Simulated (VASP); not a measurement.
# BaFeO2 (R-3m) in VASP: relaxation of cell and atoms with PBE

Aim: the relaxation of cell and atoms of BaFeO2 with PBE.

Everything below comes from runs of VASP 6.6.1. Logs are shortened: lines on timing, memory, paths and dates and some standing lists are left out, and cuts for length are marked.

## 1. The structure

Symmetry: R-3m, No. 166, trigonal system. The conventional cell has a = 3.350 Å, b = 3.350 Å, c = 19.500 Å, α = 90.00°, β = 90.00°, γ = 120.00°. Ba (site symmetry -3m) is surrounded by 6 O at 2.86 Å. Around Fe (site symmetry -3m) lie 6 O at 2.24 Å. Around O (site symmetry 3m) lie 3 Fe at 2.24 Å.

The cell was built by a generator and needn't be a form met in nature.

## 2. Relaxation of cell and atoms, PBE, collinear spin, ferromagnetic start

INCAR reads:

```
ALGO = Fast
EDIFF = 1E-4
EDIFFG = -0.08
ENCUT = 520
GGA = PE
IBRION = 2
ISIF = 3
ISMEAR = 0
ISPIN = 2
LASPH = T
LCHARG = F
LMAXMIX = 4
LORBIT = 11
LREAL = F
LWAVE = F
MAGMOM = 0 3 0 0
NELM = 60
NSW = 24
PREC = Normal
SIGMA = 0.15
```

KPOINTS reads:

```
k-points
0
Gamma
  5 5 5
```

POSCAR reads:

```
BaFeO2
1.0
    1.6750000000      0.9670617000      6.5000000000
   -1.6750000000      0.9670617000      6.5000000000
    0.0000000000     -1.9341234000      6.5000000000
Ba Fe O
1 1 2
Direct
    0.0000000000      0.0000000000      0.0000000000
    0.5000000000      0.5000000000      0.5000000000
    0.2250000000      0.2250000000      0.2250000000
    0.7750000000      0.7750000000      0.7750000000
```

Potentials or basis: VASP PAW PBE potentials, release 64 (Ba_sv, Fe, O).

Command:

```bash
$ cat potpaw_PBE.64/Ba_sv/POTCAR potpaw_PBE.64/Fe/POTCAR potpaw_PBE.64/O/POTCAR > POTCAR
$ mpirun -np 1 vasp_std > vasp.out
```

OUTCAR:

```text
EDIFF = 1E-4
   EDIFFG = -0.08
   ENCUT = 520
   GGA = PE
   IBRION = 2
   ISIF = 3
   ISMEAR = 0
   ISPIN = 2
   LASPH = T
   LORBIT = 11
   LREAL = F
   NELM = 60
   NSW = 24
   PREC = Normal

 ion  position               nearest neighbor table
   1  0.000  0.000  0.000-   4 2.86   3 2.86   4 2.86   4 2.86   3 2.86   3 2.86   2 3.78   2 3.78
                             2 3.78   2 3.78   2 3.78   2 3.78
   2  0.500  0.500  0.500-   3 2.24   4 2.24   3 2.24   3 2.24   4 2.24   4 2.24   1 3.78   1 3.78
                             1 3.78   1 3.78   1 3.78   1 3.78
   3  0.225  0.225  0.225-   2 2.24   2 2.24   2 2.24   1 2.86   1 2.86   1 2.86
   4  0.775  0.775  0.775-   2 2.24   2 2.24   2 2.24   1 2.86   1 2.86   1 2.86

  LATTYP: Found a trigonal (rhomboedric) cell.
 ALAT       =     6.7816541737
 COS(alpha) =     0.8779919913

  Lattice vectors:

 A1 = (   1.6750000000,   0.9670617000,   6.5000000000)
 A2 = (  -1.6750000000,   0.9670617000,   6.5000000000)
 A3 = (   0.0000000000,  -1.9341234000,   6.5000000000)

Analysis of symmetry for initial positions (statically):
=====================================================================
 Subroutine PRICEL returns:
 Original cell was already a primitive cell.

 Routine SETGRP: Setting up the symmetry group for a
 trigonal (rhombohedral) supercell.

 Subroutine GETGRP returns: Found 12 space group operations
 (whereof 12 operations were pure point group operations)
 out of a pool of 12 trial point group operations.

The static configuration has the point symmetry D_3d.

Analysis of symmetry for dynamics (positions and initial velocities):
=====================================================================
 Subroutine PRICEL returns:
 Original cell was already a primitive cell.

 Routine SETGRP: Setting up the symmetry group for a
 trigonal (rhombohedral) supercell.

 Subroutine GETGRP returns: Found 12 space group operations
 (whereof 12 operations were pure point group operations)
 out of a pool of 12 trial point group operations.

The dynamic configuration has the point symmetry D_3d.

Analysis of structural, dynamic, and magnetic symmetry:
=====================================================================
 Subroutine PRICEL returns:
 Original cell was already a primitive cell.

 Routine SETGRP: Setting up the symmetry group for a
 trigonal (rhombohedral) supercell.

 Subroutine GETGRP returns: Found 12 space group operations
 (whereof 12 operations were pure point group operations)
 out of a pool of 12 trial point group operations.

The overall configuration has the point symmetry D_3d.

 Subroutine INISYM returns: Found 12 space group operations
 (whereof 12 operations are pure point group operations),
 and found     1 'primitive' translations

----------------------------------------------------------------------------------------

                                     Primitive cell

  volume of cell :      63.1733

  direct lattice vectors                    reciprocal lattice vectors
     1.675000000  0.967061700  6.500000000     0.298507463  0.172343364  0.051282051
    -1.675000000  0.967061700  6.500000000    -0.298507463  0.172343364  0.051282051
     0.000000000 -1.934123400  6.500000000     0.000000000 -0.344686728  0.051282051

  length of vectors
     6.781654174  6.781654174  6.781654173     0.348480687  0.348480687  0.348480687

  position of ions in fractional coordinates (direct lattice)
     0.000000000  0.000000000  0.000000000
     0.500000000  0.500000000  0.500000000
     0.225000000  0.225000000  0.225000000
     0.775000000  0.775000000  0.775000000

  ion indices of the primitive-cell ions
   primitive index   ion index
                 1           1
                 2           2
                 3           3
                 4           4

----------------------------------------------------------------------------------------

 KPOINTS: k-points

Automatic generation of k-mesh.
 Grid dimensions read from file:
 generate k-points for:    5    5    5

 Generating k-lattice:

  Cartesian coordinates                     Fractional coordinates (reciprocal lattice)
     0.059701493  0.034468673  0.010256410     0.200000000  0.000000000  0.000000000
    -0.059701493  0.034468673  0.010256410     0.000000000  0.200000000  0.000000000
     0.000000000 -0.068937346  0.010256410     0.000000000  0.000000000  0.200000000

  Length of vectors
     0.069696137  0.069696137  0.069696137

  Shift w.r.t. Gamma in fractional coordinates (k-lattice)
     0.000000000  0.000000000  0.000000000

 Subroutine IBZKPT returns following result:
 ===========================================

 Found     19 irreducible k-points:

 Following reciprocal coordinates:
            Coordinates               Weight
  0.000000  0.000000  0.000000      1.000000
  0.200000  0.000000 -0.000000      6.000000
  0.400000  0.000000 -0.000000      6.000000
  0.200000  0.200000 -0.000000      6.000000
  0.400000  0.200000 -0.000000     12.000000
 -0.400000  0.200000  0.000000     12.000000
[... 11 lines left out ...]
  0.400000  0.400000  0.400000      2.000000
 -0.400000  0.400000  0.400000      6.000000
   k-points           NKPTS =     19   k-points in BZ     NKDIM =     19   number of bands    NBANDS=     21
   number of dos      NEDOS =    301   number of ions     NIONS =      4
   total plane-waves  NPLWV =  64000
   dimension x,y,z NGX =    40 NGY =   40 NGZ =   40
   dimension x,y,z NGXF=    80 NGYF=   80 NGZF=   80
   ions per type =               1   1   2
   NGX,Y,Z   is equivalent  to a cutoff of   9.81,  9.81,  9.81 a.u.
   NGXF,Y,Z  is equivalent  to a cutoff of  19.61, 19.61, 19.61 a.u.
 SYSTEM =  unknown system
   PREC   = normal    normal or accurate (medium, high low for compatibility)
   ISTART =      0    job   : 0-new  1-cont  2-samecut
   ICHARG =      2    charge: 1-file 2-atom 10-const
   ISPIN  =      2    spin polarized calculation?
   LNONCOLLINEAR =      F non collinear calculations
   LSORBIT =      F    spin-orbit coupling
   LASPH  =      T    aspherical Exc in radial PAW
   ENCUT  =  520.0 eV  38.22 Ry    6.18 a.u.  12.61 12.61 12.61*2*pi/ulx,y,z
   NELM   =     60;   NELMIN=  2; NELMDL= -5     # of ELM steps
   EDIFF  = 0.1E-03   stopping-criterion for ELM
   LREAL  =      F    real-space projection
   EDIFFG = -.8E-01   stopping-criterion for IOM
   NSW    =     24    number of steps for IOM
   IBRION =      2    ionic relax: 0-MD 1-quasi-New 2-CG
   NFREE  =      1    steps in history (QN), initial steepest desc. (CG)
   ISIF   =      3    stress and relaxation
   ISYM   =      2    0-nonsym 1-usesym 2-fastsym
   POTIM  = 0.5000    time-step for ionic-motion
   TEBEG  =    0.0;   TEEND  =   0.0 temperature during run
   PSTRESS=    0.0 pullay stress
   NELECT =      30.0000    total number of electrons
   NUPDOWN=      -1.0000    fix difference up-down
   EMIN   =  10.00;   EMAX   =-10.00  energy-range for DOS
   EFERMI =   0.00;   METHOD = LEGACY
   ISMEAR =     0;   SIGMA  =   0.15  broadening in eV -4-tet -1-fermi 0-gaus
   EFERMI_NEDOS =   21; number of points for ismear=-14 and -15
   IALGO  =     68    algorithm
   IMIX   =      4    mixing-type and parameters
     AMIX     =   0.40;   BMIX     =  1.00
     AMIX_MAG =   1.60;   BMIX_MAG =  1.00
  volume/ion in A,a.u.               =      15.79       106.58
  Fermi-wavevector in a.u.,A,eV,Ry     =   1.277235  2.413624 22.195572  1.631329
  Thomas-Fermi vector in A             =   2.409846
   LORBIT       =     11    0 simple, 1 ext, 2 COOP (PROOUT), +10 PAW based schemes
   GGA     = PE    functional components
   LHFCALC =     F    Hartree Fock is set to
   AEXX    =    0.0000 exact exchange contribution
   IVDW    =     0    specifies the selected vdW correction
   LEPSILON=     F    determine dielectric tensor
   LRPA    =     F    only Hartree local field effects (RPA)
 conjugate gradient relaxation of ions
 spin polarized calculation
 RMM-DIIS sequential band-by-band and
 Gauss-broadening in eV      SIGMA  =   0.15
  energy-cutoff  :      520.00
  volume of cell :       63.17
 maximum number of plane-waves:      1723
   NGX = 25   NGY = 25   NGZ = 25

--------------------------------------- Ionic step        1  -------------------------------------------

 number of electron      29.9999993 magnetization       4.4620111

 Free energy of the ion-electron system (eV)
  ---------------------------------------------------
  ext. energy  EPLUGINS =         0.00000000
  ---------------------------------------------------
  free energy    TOTEN  =       -25.15596831 eV

  energy without entropy =      -25.12829601  energy(sigma->0) =      -25.14213216

------------------------ aborting loop because EDIFF is reached ----------------------------------------

  FORCE on cell =-STRESS in cart. coord.  units (eV):
  Direction    XX          YY          ZZ          XY          YZ          ZX
  --------------------------------------------------------------------------------------
  -------------------------------------------------------------------------------------
  Total       -1.2974697     -1.2974697     -7.3021173      0.0000000      0.0000000      0.0000000
  in kB      -32.9059320    -32.9059319   -185.1935196      0.0000000      0.0000000      0.0000000
  external PRESSURE =     -83.6684612 kB  Pullay stress =       0.0000000 kB
[... 251 lines left out ...]
  energy  without entropy=      -25.7568721246  energy(sigma->0) =      -25.75788920

--------------------------------------- Ionic step        8  -------------------------------------------

 number of electron      29.9999998 magnetization       4.0000001

 Free energy of the ion-electron system (eV)
  ---------------------------------------------------
  ext. energy  EPLUGINS =         0.00000000
  ---------------------------------------------------
  free energy    TOTEN  =       -25.76923910 eV

  energy without entropy =      -25.76716900  energy(sigma->0) =      -25.76820405

 E-fermi :   4.5816     XC(G=0): -10.8301

 val. band max:        4.3988451120   @ k =   0.2000   0.2000  -0.0000
 cond. band min:       4.7518504891   @ k =   0.0000   0.0000   0.0000
 fundamental gap:      0.3530053770
 Fermi energy:         4.5815534642

 spin component 1

 k-point     1 :       0.0000    0.0000    0.0000
  band No.  band energies     occupation
      1     -23.3785      1.00000
      2     -13.7072      1.00000
      3     -13.5335      1.00000
      4      -7.6560      1.00000
      5      -7.3219      1.00000
      6      -7.3219      1.00000
[... 429 lines left out ...]
      4      -8.1519      1.00000
      5      -7.7565      1.00000
      6      -7.5654      1.00000
[... 13 lines left out ...]
     20       8.1243      0.00000
     21       9.3752      0.00000
 Fermi energy:         4.5815534642

 spin component 2

 k-point     1 :       0.0000    0.0000    0.0000
  band No.  band energies     occupation
      1     -23.3900      1.00000
      2     -13.3912      1.00000
      3     -13.2623      1.00000
      4      -7.6193      1.00000
      5      -7.3425      1.00000
      6      -7.3425      1.00000
[... 476 lines left out ...]
  FREE ENERGIE OF THE ION-ELECTRON SYSTEM (eV)
  ---------------------------------------------------
  free  energy   TOTEN  =       -25.7692390964 eV

  energy  without entropy=      -25.7671689974  energy(sigma->0) =      -25.76820405

 reached required accuracy - stopping structural energy minimisation

 total charge

# of ion       s       p       d       tot
------------------------------------------
    1        2.023   5.619   0.448   8.089
    2        0.280   0.288   5.957   6.525
    3        1.563   3.379   0.000   4.942
    4        1.563   3.379   0.000   4.942
--------------------------------------------------
tot          5.429  12.665   6.404  24.498

 magnetization (x)

# of ion       s       p       d       tot
------------------------------------------
    1        0.001   0.005  -0.034  -0.028
    2        0.015   0.018   3.561   3.594
    3        0.011   0.162   0.000   0.173
    4        0.011   0.162   0.000   0.173
--------------------------------------------------
tot          0.039   0.347   3.527   3.912
```

Wall time 5.1 min (1 thread of Intel Xeon Platinum 8488C (Sapphire Rapids), shared host); peak memory 0.32 GiB.

What came out:

| Property | Result |
| --- | --- |
| Free energy | -25.7692 eV |
| Relaxed volume | 14.88 Å³/atom |
| Relaxed cell | a = 5.926 Å, b = 5.926 Å, c = 5.926 Å, α = 34.48°, β = 34.48°, γ = 34.48° |
| Space group after relaxing (to 0.05 Å) | R-3m (No. 166) |
| Energy gained by relaxing | 153.3 meV/atom |
| Ionic steps | 8 |
| Pressure after relaxing | 0.1 GPa |
| Largest force after relaxing | 0.042 eV/Å |
| Band gap on the k mesh | 0.35 eV, indirect (least direct gap 0.50 eV) |
| Net moment | 4.00 μB per cell |
| Site moments | Ba -0.03; Fe +3.59; O +0.17 μB |
| Valence electrons inside the program's atomic spheres | Ba 8.09; Fe 6.53; O 4.94 |

Forces on the atoms (eV/Å):
```
Ba   0.000  0.000  0.000
Fe   0.000  0.000  0.000
O    0.000  0.000  0.042
O    0.000  0.000 -0.042
```

Stress tensor (GPa, compression positive):
```
-0.04  0.00  0.00
 0.00 -0.04  0.00
 0.00  0.00  0.29
```

The path:
```
step  energy change (eV)  largest force (eV/Å)  pressure (GPa)  volume (Å³)
   1              0.0000                0.2527           -8.37        63.17
   2             -0.3468                0.4186            5.55        55.82
   3             -0.3474                0.4228            4.65        56.09
   4             -0.5431                0.2375            3.79        57.05
   5             -0.5926                0.0026            3.59        57.57
   6             -0.5938                0.0728            3.49        57.70
   7             -0.6029                0.1169           -2.93        60.79
   8             -0.6133                0.0422            0.07        59.51
```

Final structure:
```xyz
4
Lattice="1.7564 1.0141 5.5685 -1.7564 1.0141 5.5685 0.0000 -2.0281 5.5685" Properties=species:S:1:pos:R:3 pbc="T T T"
Ba    0.0000    0.0000   16.7055
Fe    0.0000    0.0000    8.3527
O     0.0000    0.0000    3.8088
O     0.0000    0.0000   12.8966
```

Caveat: the k mesh is coarse (spacing up to 0.44 Å⁻¹), so the values aren't converged; spin-orbit coupling is left out, which moves the levels of the heavy elements; an odd mesh through Γ misses points on the zone boundary, where band edges often lie; a cell with one magnetic atom can't hold antiferromagnetic order, which such compounds often take; the relaxation stopped at a loose force limit of 0.08 eV/Å, so its end isn't a converged minimum.
